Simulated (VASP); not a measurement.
# BN (Qingsongite): structure and properties in VASP, part 4 of 6

What structure and properties does r2SCAN give BN (Qingsongite), and how near are they to the measured ones? The start is a cell from a database of measured crystal structures.

VASP 6.6.1, plane waves and PAW; the level of theory is named at each step.

So far, gap on the k-mesh (eV): step 2 (relaxing cell and atoms (r2SCAN)) 5.09; step 3 (single point with fields (r2SCAN)) 5.09; step 5 (total and projected DOS (r2SCAN)) 4.98; step 7 (volume scan with r2SCAN) 5.17; step 8 (volume scan with r2SCAN (run 2)) 5.14.

### Step 10. Volume scan with r2SCAN (run 4)

Level of this step: r2SCAN; plane waves and PAW (B, N) (VASP).

INCAR reads:

```
SYSTEM = BN
PREC = Accurate
ENCUT = 520
EDIFF = 1E-06
NELM = 100
ISMEAR = 0
SIGMA = 0.05
LREAL = .FALSE.
ALGO = Normal
METAGGA = R2SCAN
LASPH = .TRUE.
NBANDS = 10
LORBIT = 11
LWAVE = .FALSE.
LCHARG = .FALSE.
KPAR = 2
ISIF = 2
```

POSCAR reads:

```
BN
1.0
    0.0000000000      1.8065386332      1.8065386332
    1.8065386332      0.0000000000      1.8065386332
    1.8065386332      1.8065386332      0.0000000000
B N
1 1
Direct
    0.0000000000      0.0000000000      0.0000000000
    0.2500000000      0.2500000000      0.2500000000
```

KPOINTS reads:

```
Automatic mesh
0
Gamma
11 11 11
0 0 0
```

Potentials, in the order of the species: B and N (PBE family, release 64).

On the command line:

```
$ mpirun -np 2 vasp_std
```

What it wrote:

```text
[... set-up lines as in an earlier step ...]
 entering main loop
       N       E                     dE             d eps       ncg     rms          rms(c)
[... 11 cycles as in an earlier step ...]
DAV:  12    -0.191718028053E+02   -0.91804E-06   -0.12292E-06   724   0.108E-02
   1 F= -.19171803E+02 E0= -.19171803E+02  d E =-.217388E-11
```

It took 19 s on 2 MPI ranks of AMD EPYC 7R43, shared host; peak memory 0.19 GiB; 36 s of CPU time.

Parts of OUTCAR (step 10):

```text
  Total       -0.0005974     -0.0005974     -0.0005974      0.0000000     -0.0000000     -0.0000000
  in kB       -0.0811783     -0.0811783     -0.0811783      0.0000000     -0.0000000     -0.0000000
  external PRESSURE =      -0.0811783 kB  Pullay stress =       0.0000000 kB

 POSITION                                       TOTAL-FORCE (eV/Angst)
 -----------------------------------------------------------------------------------
      0.00000      0.00000      0.00000         0.000000      0.000000     -0.000000
      0.90327      0.90327      0.90327        -0.000000     -0.000000      0.000000
 -----------------------------------------------------------------------------------
    total drift:                                0.000000      0.000000      0.000000

[... 4 parts as in an earlier step ...]

[... 1 further part left out ...]
[key lines of the parts left out:]
E-fermi :   7.4698
```

The pressure falls from 8.20 to -0.01 GPa.

The run ends at a pressure of -0.01 GPa.

### Step 11. Volume scan with r2SCAN (run 5)

INCAR is that of step 10.

POSCAR reads:

```
BN
1.0
    0.0000000000      1.8185028139      1.8185028139
    1.8185028139      0.0000000000      1.8185028139
    1.8185028139      1.8185028139      0.0000000000
B N
1 1
Direct
    0.0000000000      0.0000000000      0.0000000000
    0.2500000000      0.2500000000      0.2500000000
```

KPOINTS is that of step 10.

On the command line:

```
$ mpirun -np 2 vasp_std
```

What it wrote:

```text
[... set-up lines as in an earlier step ...]
 entering main loop
       N       E                     dE             d eps       ncg     rms          rms(c)
DAV:   1     0.732445651536E+01    0.73245E+01   -0.53188E+03  1152   0.825E+02
DAV:   2    -0.218935478374E+02   -0.29218E+02   -0.28283E+02  1412   0.179E+02
DAV:   3    -0.223940538027E+02   -0.50051E+00   -0.49991E+00  1316   0.207E+01
DAV:   4    -0.223947129616E+02   -0.65916E-03   -0.65914E-03  1230   0.838E-01
[...]
DAV:  10    -0.191667841309E+02    0.70533E-05   -0.45737E-04  1224   0.177E-01    0.311E-02
DAV:  11    -0.191667858943E+02   -0.17634E-05   -0.44728E-05  1234   0.554E-02    0.821E-03
DAV:  12    -0.191667868189E+02   -0.92457E-06   -0.10900E-06   712   0.105E-02
   1 F= -.19166787E+02 E0= -.19166787E+02  d E =-.818204E-22
```

Wall time 19 s (2 MPI ranks); peak memory 0.19 GiB; 36 s of CPU time.

From OUTCAR (step 11):

```text
  Total       -0.5626436     -0.5626436     -0.5626436     -0.0000000      0.0000000     -0.0000000
  in kB      -74.9500686    -74.9500686    -74.9500686     -0.0000000      0.0000000     -0.0000000
  external PRESSURE =     -74.9500686 kB  Pullay stress =       0.0000000 kB

 POSITION                                       TOTAL-FORCE (eV/Angst)
 -----------------------------------------------------------------------------------
      0.00000      0.00000      0.00000         0.000000      0.000000      0.000000
      0.90925      0.90925      0.90925        -0.000000     -0.000000     -0.000000
 -----------------------------------------------------------------------------------
    total drift:                                0.000000      0.000000      0.000000

  FREE ENERGIE OF THE ION-ELECTRON SYSTEM (eV)
  ---------------------------------------------------
  free  energy   TOTEN  =       -19.1667868189 eV

  energy  without entropy=      -19.1667868189  energy(sigma->0) =      -19.16678682

[... 1 part as in an earlier step ...]

[... 2 further parts left out ...]
[key lines of the parts left out:]
E-fermi :   7.3415
```

The pressure falls from -0.01 to -7.50 GPa.

The run ends at a pressure of -7.50 GPa.

### Step 12. Volume scan with r2SCAN (run 6)

INCAR is that of step 11.

POSCAR reads:

```
BN
1.0
    0.0000000000      1.8303116046      1.8303116046
    1.8303116046      0.0000000000      1.8303116046
    1.8303116046      1.8303116046      0.0000000000
B N
1 1
Direct
    0.0000000000      0.0000000000      0.0000000000
    0.2500000000      0.2500000000      0.2500000000
```

KPOINTS is that of step 11.

On the command line:

```
$ mpirun -np 2 vasp_std
```

What it wrote:

```text
[... set-up lines as in an earlier step ...]
 entering main loop
       N       E                     dE             d eps       ncg     rms          rms(c)
DAV:   1     0.688315599272E+01    0.68832E+01   -0.52295E+03  1136   0.812E+02
DAV:   2    -0.218070350058E+02   -0.28690E+02   -0.28006E+02  1346   0.173E+02
DAV:   3    -0.223622878709E+02   -0.55525E+00   -0.55440E+00  1286   0.216E+01
DAV:   4    -0.223630931665E+02   -0.80530E-03   -0.80526E-03  1242   0.901E-01
[...]
DAV:  10    -0.191512872850E+02    0.13169E-04   -0.48148E-04  1204   0.178E-01    0.307E-02
DAV:  11    -0.191512897341E+02   -0.24491E-05   -0.46307E-05  1242   0.569E-02    0.816E-03
DAV:  12    -0.191512906584E+02   -0.92434E-06   -0.10075E-06   716   0.103E-02
   1 F= -.19151291E+02 E0= -.19151291E+02  d E =-.224955E-19
```

The job ended after 19 s (2 MPI ranks; peak memory 0.18 GiB).

Parts of OUTCAR (step 12):

```text
  Total       -1.0958962     -1.0958962     -1.0958962     -0.0000000     -0.0000000      0.0000000
  in kB     -143.1775494   -143.1775494   -143.1775494     -0.0000000     -0.0000000      0.0000000
  external PRESSURE =    -143.1775494 kB  Pullay stress =       0.0000000 kB

 POSITION                                       TOTAL-FORCE (eV/Angst)
 -----------------------------------------------------------------------------------
      0.00000      0.00000      0.00000         0.000000      0.000000      0.000000
      0.91516      0.91516      0.91516        -0.000000     -0.000000     -0.000000
 -----------------------------------------------------------------------------------
    total drift:                                0.000000      0.000000      0.000000

  FREE ENERGIE OF THE ION-ELECTRON SYSTEM (eV)
  ---------------------------------------------------
  free  energy   TOTEN  =       -19.1512906584 eV

  energy  without entropy=      -19.1512906584  energy(sigma->0) =      -19.15129066

[... 1 part as in an earlier step ...]

[... 2 further parts left out ...]
[key lines of the parts left out:]
E-fermi :   7.0855
```

The pressure falls from -7.50 to -14.32 GPa.

The run ends at a pressure of -14.32 GPa.

### Step 13. Volume scan with r2SCAN (run 7)

A prediction first. A parabola through the 6 pressures of evenly scaled cells so far, P = -0.02 -392.8 t +733 t² GPa with t = ln(V/V₁) and V₁ the volume at scale 1, gives -20.42 GPa at t = +0.0583.

INCAR is that of step 12.

POSCAR reads:

```
BN
1.0
    0.0000000000      1.8419699546      1.8419699546
    1.8419699546      0.0000000000      1.8419699546
    1.8419699546      1.8419699546      0.0000000000
B N
1 1
Direct
    0.0000000000      0.0000000000      0.0000000000
    0.2500000000      0.2500000000      0.2500000000
```

KPOINTS is that of step 12.

On the command line:

```
$ mpirun -np 2 vasp_std
```

What it wrote:

```text
[... set-up lines as in an earlier step ...]
 entering main loop
       N       E                     dE             d eps       ncg     rms          rms(c)
DAV:   1     0.762679618518E+01    0.76268E+01   -0.51316E+03  1146   0.804E+02
DAV:   2    -0.217535118089E+02   -0.29380E+02   -0.28613E+02  1414   0.175E+02
DAV:   3    -0.223225011475E+02   -0.56899E+00   -0.56799E+00  1322   0.217E+01
DAV:   4    -0.223234624441E+02   -0.96130E-03   -0.96127E-03  1220   0.944E-01
[...]
DAV:  10    -0.191261893016E+02    0.15305E-04   -0.50094E-04  1192   0.180E-01    0.307E-02
DAV:  11    -0.191261924644E+02   -0.31628E-05   -0.48515E-05  1228   0.586E-02    0.807E-03
DAV:  12    -0.191261933843E+02   -0.91990E-06   -0.94437E-07   698   0.103E-02
   1 F= -.19126193E+02 E0= -.19126193E+02  d E =-.926718E-22
```

Run time: 19 s. Hardware: 2 MPI ranks; peak memory 0.18 GiB; 37 s of CPU time.

Parts of OUTCAR (step 13):

```text
  Total       -1.6022053     -1.6022053     -1.6022053     -0.0000000     -0.0000000     -0.0000000
  in kB     -205.3766823   -205.3766823   -205.3766823     -0.0000000     -0.0000000     -0.0000000
  external PRESSURE =    -205.3766823 kB  Pullay stress =       0.0000000 kB

 POSITION                                       TOTAL-FORCE (eV/Angst)
 -----------------------------------------------------------------------------------
      0.00000      0.00000      0.00000        -0.000000     -0.000000     -0.000000
      0.92098      0.92098      0.92098         0.000000      0.000000      0.000000
 -----------------------------------------------------------------------------------
    total drift:                                0.000000      0.000000      0.000000

  FREE ENERGIE OF THE ION-ELECTRON SYSTEM (eV)
  ---------------------------------------------------
  free  energy   TOTEN  =       -19.1261933843 eV

  energy  without entropy=      -19.1261933843  energy(sigma->0) =      -19.12619338

[... 1 part as in an earlier step ...]

[... 2 further parts left out ...]
[key lines of the parts left out:]
E-fermi :   6.8823
```

The pressure falls from -14.32 to -20.54 GPa. The parabola predicted -20.42 GPa, +0.11 GPa off.

### Step 14. Side by side

Times are for 2 MPI ranks of AMD EPYC 7R43, shared host. The series side by side:

```
no.  volume scale  energy above the lowest point (meV/atom)  pressure (GPa)  gap on the k-mesh (eV)  time  memory (GiB)
  1          0.94                                     29.45           27.11                   5.167  20 s          0.18
  2          0.96                                     12.92           17.21                   5.140  19 s          0.18
  3          0.98                                       3.3           8.201                   5.113  19 s          0.18
  4             1                                         0       -0.008118                   5.086  19 s          0.19
  5          1.02                                      2.51          -7.495                   5.059  19 s          0.19
  6          1.04                                     10.26          -14.32                   5.031  19 s          0.18
  7          1.06                                      22.8          -20.54                   5.004  19 s          0.18
```

### Step 15. Fit for r2SCAN

This step: Birch-Murnaghan fit, r2SCAN; plane waves and PAW (VASP 6.6.1).

Derived from the runs above.

Numbers from this step:

| Quantity | Value |
| --- | --- |
| pressure derivative of the bulk modulus | 3.600 |
| r.m.s. error of the fit | 7.14e-6 eV/atom |
| minimum inside the sampled range | yes |
| bulk modulus | 390.2 GPa |
| equilibrium volume of the fit | 5.902 Å³/atom |

Table of energy above the fitted minimum by volume:

```
volume (Å³/atom)  energy above the fitted minimum (eV/atom)
           5.542                                     0.0294
           5.660                                     0.0129
           5.778                                    0.00329
           5.896                                    -5.0e-6
           6.014                                    0.00250
           6.132                                     0.0103
           6.250                                     0.0228
```

The fitted volume lies +0.11 % from the relaxed one. At a finite cutoff and mesh the minimum of the energy and the zero of the stress don't quite coincide, and the relaxation stops at a threshold.

### Step 16. Optical spectrum (r2SCAN)

This step: r2SCAN; plane waves and PAW (B, N) (VASP 6.6.1).

LOPTICS sums transitions from filled to empty bands. The mesh is finer than in the run before. NBANDS is raised for it.

INCAR, as its differences from that of step 13:

```diff
@@ -11,3 +11,3 @@
 LASPH = .TRUE.
-NBANDS = 10
+NBANDS = 20
 LORBIT = 11
@@ -16,2 +16,4 @@
 KPAR = 2
-ISIF = 2
+LOPTICS = .TRUE.
+NEDOS = 1500
+CSHIFT = 0.1
```

POSCAR reads:

```
BN
1.0
    0.0000000000      1.8065386332      1.8065386332
    1.8065386332      0.0000000000      1.8065386332
    1.8065386332      1.8065386332      0.0000000000
B N
1 1
Direct
    0.0000000000      0.0000000000      0.0000000000
    0.2500000000      0.2500000000      0.2500000000
```

KPOINTS reads:

```
Automatic mesh
0
Gamma
16 16 16
0 0 0
```

On the command line:

```
$ mpirun -np 2 vasp_std
```

What it wrote:

```text
[... set-up lines as in an earlier step ...]
 entering main loop
       N       E                     dE             d eps       ncg     rms          rms(c)
DAV:   1     0.170043310489E+02    0.17004E+02   -0.46023E+03  5912   0.412E+02
DAV:   2    -0.217703990112E+02   -0.38775E+02   -0.37444E+02  7004   0.129E+02
DAV:   3    -0.224170015944E+02   -0.64660E+00   -0.64485E+00  7044   0.139E+01
DAV:   4    -0.224174843683E+02   -0.48277E-03   -0.48276E-03  6576   0.406E-01
DAV:   5    -0.224174845630E+02   -0.19471E-06   -0.19472E-06  6880   0.858E-03    0.662E+00
DAV:   6    -0.191763413489E+02    0.32411E+01   -0.14664E+00  5928   0.437E+00    0.357E+00
DAV:   7    -0.191722167962E+02    0.41246E-02   -0.17836E-01  6404   0.209E+00    0.182E+00
DAV:   8    -0.191720544054E+02    0.16239E-03   -0.36097E-02  6564   0.815E-01    0.167E-01
DAV:   9    -0.191717532935E+02    0.30111E-03   -0.40115E-03  6624   0.270E-01    0.101E-01
DAV:  10    -0.191717479864E+02    0.53071E-05   -0.42757E-04  6800   0.956E-02    0.213E-02
DAV:  11    -0.191717502629E+02   -0.22765E-05   -0.15659E-05  6952   0.217E-02    0.829E-03
DAV:  12    -0.191717509287E+02   -0.66582E-06   -0.35735E-07  4096   0.338E-03
   1 F= -.19171751E+02 E0= -.19171751E+02  d E =-.540960E-11
 optical routines
 imaginary and real dielectric function
 direction            1
 direction            2
 direction            3
```

Run time: 92 s. Hardware: 2 MPI ranks; peak memory 0.25 GiB.

OUTCAR, selected parts (step 16):

```text
   k-points           NKPTS =    145   k-points in BZ     NKDIM =    145   number of bands    NBANDS=     20

   NELECT =       8.0000    total number of electrons

 E-fermi :   7.4570

 k-point     1 :       0.0000    0.0000    0.0000
  band No.  band energies     occupation
      1     -14.0475      2.00000
      2       7.2624      2.00000
      3       7.2624      2.00000
      4       7.2624      2.00000
      5      16.7961      0.00000
      6      16.7961      0.00000
      7      16.7961      0.00000
      8      18.3518      0.00000
      9      33.4259      0.00000
    ...

  Total       -0.0001166     -0.0001166     -0.0001166     -0.0000000      0.0000000     -0.0000000
  in kB       -0.0158473     -0.0158473     -0.0158473     -0.0000000      0.0000000     -0.0000000
  external PRESSURE =      -0.0158473 kB  Pullay stress =       0.0000000 kB

  FREE ENERGIE OF THE ION-ELECTRON SYSTEM (eV)
  ---------------------------------------------------
  free  energy   TOTEN  =       -19.1717509287 eV

  energy  without entropy=      -19.1717509287  energy(sigma->0) =      -19.17175093

 plasma frequency squared (from intraband transitions) (eV^2)
  --------------------------------------------------------------------------------------
       0.000       0.000       0.000
       0.000       0.000       0.000
       0.000       0.000       0.000

[... 12 parts as in an earlier step ...]

[... 5 further parts left out ...]
```

These are independent-particle spectra without excitons or local fields, and fine structure depends on the mesh and on CSHIFT.

This step gave:

- bands: 20
- irreducible k-points: 145
- free energy (TOTEN): -19.17 eV
- Fermi energy: 7.457 eV
- pressure: -0.001585 GPa
- conduction bottom at k: 0.5, 0.5, 0
- gap on the k-mesh: 4.978 eV
- least direct gap on the k-mesh: 9.534 eV

Imaginary dielectric function, xx against photon energy; read off at these points:

```
photon energy (eV)  imaginary dielectric function, xx
              0.00                                  0
              0.50                            0.00193
              1.00                            0.00387
              1.50                            0.00590
              2.00                            0.00804
              2.50                             0.0104
              3.00                             0.0130
              3.50                             0.0159
              4.00                             0.0191
              4.50                             0.0230
              5.00                             0.0275
              5.50                             0.0331
              6.00                             0.0401
              6.50                             0.0490
              7.00                             0.0611
              7.50                             0.0780
              8.00                              0.104
              8.50                              0.147
              9.00                              0.241
              9.50                              0.817
             10.00                               2.73
             10.50                               5.95
             11.00                               7.60
             11.50                               9.20
             12.00                               11.8
             12.50                               13.5
             12.77                               16.3
             13.00                               13.6
             13.50                               10.5
             14.00                               7.49
             14.50                               5.20
             15.00                               6.28
             15.50                               8.17
             16.00                               4.77
             16.50                               3.04
             16.68                               4.33
             17.00                               4.01
             17.50                               4.07
             18.00                               3.14
             18.50                               2.15
             19.00                               1.72
             19.50                               1.39
             20.00                               1.50
             20.50                               1.33
             21.00                               1.40
             21.50                              0.806
             22.00                               1.02
             22.50                               1.08
             23.00                               1.16
             23.50                               1.14
             24.00                               1.09
             24.50                              0.890
```

Real dielectric function, xx against photon energy:

```
photon energy (eV)  real dielectric function, xx
                 0                          4.41
                 1                          4.43
                 2                          4.49
                 3                          4.59
                 4                          4.75
                 5                          4.98
                 6                          5.31
                 7                          5.81
                 8                          6.60
                 9                          8.14
                10                          10.9
                11                          9.09
                12                          9.15
                13                        0.0660
                14                         -3.06
                15                         0.704
                16                         -4.11
                17                         -2.29
                18                         -2.14
                19                         -2.14
                20                         -1.25
                21                         -1.30
                22                        -0.486
                23                        -0.483
                24                        -0.461
```

The mean of ε2 over directions passes 5 % of its top at 9.52 eV, against a least direct gap of 9.53 eV on this mesh, so absorption sets in close to the direct gap. The indirect gap (4.98 eV in the band run) doesn't show, since phonons are left out.

(Part 4 of 6 ends here.)

[Lines on the potential files, build, host, timing and source positions are cut from VASP's logs without a mark.]

[Logs are printed without paths, hosts, clocks, repeated set-up lines and the standing remarks that a program may print on its own settings, such as how far it seeks lower states.]

[Hosts, paths, dates, database ids (printed as entryN), source tags and the programs' standing remarks are cut or masked in the printed files.]

[Measured values are set beside computed ones only where the two were judged alike; some that the calculation misses by far are left out.]

[In band tables of VASP the shares of atoms and orbitals are scaled to a sum of 1 inside the atoms' spheres.]
